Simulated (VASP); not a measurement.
Output of a VASP run:

OSZICAR:
```
...
DAV:   5    -0.464908521386E+02   -0.62892E-03   -0.62887E-03   809   0.596E-01    0.662E+00
DAV:   6    -0.438625339997E+02    0.26283E+01   -0.33614E-01   629   0.561E+00    0.462E+00
DAV:   7    -0.413186664231E+02    0.25439E+01   -0.14585E+00   674   0.796E+00    0.171E+00
DAV:   8    -0.425216599302E+02   -0.12030E+01   -0.32958E-01   644   0.481E+00    0.588E-01
DAV:   9    -0.427821387057E+02   -0.26048E+00   -0.20914E-01   624   0.370E+00    0.345E-01
DAV:  10    -0.429056591164E+02   -0.12352E+00   -0.10296E-01   624   0.339E+00    0.112E-01
DAV:  11    -0.429082993914E+02   -0.26403E-02   -0.13731E-03   769   0.374E-01    0.698E-02
DAV:  12    -0.429096538674E+02   -0.13545E-02   -0.96558E-04   639   0.346E-01    0.245E-02
DAV:  13    -0.429096705758E+02   -0.16708E-04   -0.39310E-04   654   0.240E-01    0.151E-02
DAV:  14    -0.429098765386E+02   -0.20596E-03   -0.27866E-05   699   0.616E-02    0.113E-02
DAV:  15    -0.429100166983E+02   -0.14016E-03   -0.40267E-05   654   0.681E-02    0.703E-03
DAV:  16    -0.429100721206E+02   -0.55422E-04   -0.38770E-05   654   0.770E-02    0.246E-03
DAV:  17    -0.429100719272E+02    0.19332E-06   -0.57908E-06   684   0.271E-02    0.103E-03
DAV:  18    -0.429100758410E+02   -0.39137E-05   -0.19918E-06   659   0.164E-02    0.901E-04
DAV:  19    -0.429100757349E+02    0.10612E-06   -0.19314E-07   517   0.515E-03    0.193E-04
DAV:  20    -0.429100759785E+02   -0.24366E-06   -0.35582E-08   482   0.201E-03    0.211E-04
DAV:  21    -0.429100759394E+02    0.39106E-07   -0.22572E-09   357   0.632E-04
   1 F= -.42910076E+02 E0= -.42910076E+02  d E =-.429101E+02
       N       E                     dE             d eps       ncg     rms          rms(c)
DAV:   1    -0.429149083092E+02   -0.48323E-02   -0.87083E-01   624   0.595E+00    0.550E-01
DAV:   2    -0.429219903956E+02   -0.70821E-02   -0.39321E-02   764   0.137E+00    0.921E-02
DAV:   3    -0.429221903097E+02   -0.19991E-03   -0.67245E-04   694   0.251E-01    0.557E-02
DAV:   4    -0.429220951899E+02    0.95120E-04   -0.36196E-04   634   0.193E-01    0.185E-02
DAV:   5    -0.429221847027E+02   -0.89513E-04   -0.28084E-04   634   0.183E-01    0.923E-03
DAV:   6    -0.429222640144E+02   -0.79312E-04   -0.53209E-05   674   0.742E-02    0.272E-03
DAV:   7    -0.429222672245E+02   -0.32101E-05   -0.61406E-06   684   0.266E-02    0.126E-03
DAV:   8    -0.429222683946E+02   -0.11701E-05   -0.98044E-07   679   0.117E-02    0.504E-04
DAV:   9    -0.429222684960E+02   -0.10143E-06   -0.12384E-07   552   0.397E-03    0.225E-04
DAV:  10    -0.429222684660E+02    0.30037E-07   -0.31897E-08   357   0.177E-03
   2 F= -.42922268E+02 E0= -.42922268E+02  d E =-.121925E-01
       N       E                     dE             d eps       ncg     rms          rms(c)
DAV:   1    -0.429223523111E+02   -0.83815E-04   -0.36850E-02   624   0.123E+00    0.112E-01
DAV:   2    -0.429226505161E+02   -0.29821E-03   -0.16699E-03   769   0.281E-01    0.203E-02
DAV:   3    -0.429226612438E+02   -0.10728E-04   -0.29972E-05   684   0.531E-02    0.122E-02
DAV:   4    -0.429226591248E+02    0.21191E-05   -0.16312E-05   644   0.411E-02    0.398E-03
DAV:   5    -0.429226633031E+02   -0.41784E-05   -0.12880E-05   634   0.393E-02    0.194E-03
DAV:   6    -0.429226667997E+02   -0.34966E-05   -0.24684E-06   644   0.161E-02    0.578E-04
DAV:   7    -0.429226669848E+02   -0.18506E-06   -0.25326E-07   558   0.550E-03    0.213E-04
DAV:   8    -0.429226669805E+02    0.43199E-08   -0.48436E-08   397   0.223E-03
   3 F= -.42922667E+02 E0= -.42922667E+02  d E =-.125910E-01
```

OUTCAR:
```
------------------------ aborting loop because EDIFF is reached ----------------------------------------
  FORCE on cell =-STRESS in cart. coord.  units (eV):
  Direction    XX          YY          ZZ          XY          YZ          ZX
  --------------------------------------------------------------------------------------
  Total       -0.1816555     -0.1816555     -0.2423074      0.0000000      0.0000000      0.0000000
  in kB       -3.1974590     -3.1974589     -4.2650384      0.0000000      0.0000000      0.0000000
  external PRESSURE =      -3.5533188 kB  Pullay stress =       0.0000000 kB
  volume of cell :       91.02
      direct lattice vectors                 reciprocal lattice vectors
     2.295686836 -3.976246222  0.000000000     0.217799742 -0.125746740  0.000000000
     2.295686836  3.976246222  0.000000000     0.217799742  0.125746740  0.000000000
     0.000000000  0.000000000  4.985839782     0.000000000  0.000000000  0.200568017
 POSITION                                       TOTAL-FORCE (eV/Angst)
 -----------------------------------------------------------------------------------
      0.48853      0.84616      3.32389        -0.000579     -0.001003     -0.000000
      3.61431      0.00000      0.00000         0.001158      0.000000      0.000000
      0.48853     -0.84616      1.66194        -0.000579      0.001003      0.000000
 -----------------------------------------------------------------------------------
    total drift:                               -0.000190     -0.000450      0.000006
  FREE ENERGIE OF THE ION-ELECTRON SYSTEM (eV)
  ---------------------------------------------------
  free  energy   TOTEN  =       -42.9226669805 eV

  energy  without entropy=      -42.9226669805  energy(sigma->0) =      -42.92266698

 reached required accuracy - stopping structural energy minimisation
```
(Selected blocks of OUTCAR.)

File POSCAR:
```
Se
1
    2.2956868358    -3.9762462222     0.0000000000
    2.2956868358     3.9762462222     0.0000000000
    0.0000000000     0.0000000000     4.9858397816
Se
3
Direct
  0.0000000000   0.2175462911   0.6666670000
  0.7824537089   0.7824537089   0.0000000000
  0.2175462911   0.0000000000   0.3333330000
```

**Question.** Write an INCAR and KPOINTS that could have produced this output.

**Answer.** One answer among several that fit: the input of the run itself, r2SCAN meta-GGA, plane waves, VASP's PBE PAW potentials (set 64).

**KPOINTS**
```
kpoints
0
Gamma
 6 6 4
```

**INCAR**
```
ALGO = Normal
EDIFF = 1E-7
EDIFFG = -0.01
ENCUT = 480
IBRION = 2
ISIF = 2
ISMEAR = 0
LASPH = .TRUE.
LCHARG = .FALSE.
LMAXMIX = 4
LMIXTAU = .TRUE.
LREAL = .FALSE.
LWAVE = .FALSE.
METAGGA = R2SCAN
NELM = 100
NSW = 30
PREC = Accurate
SIGMA = 0.05
SYSTEM = Se
```

POTCAR, in this order: Se (PBE.64 set). Program: vasp_std.

The compound is Se in the trig structure. This cell was strained or had an atom moved on purpose. Symmetry was kept, so distortions that lower it aren't found.
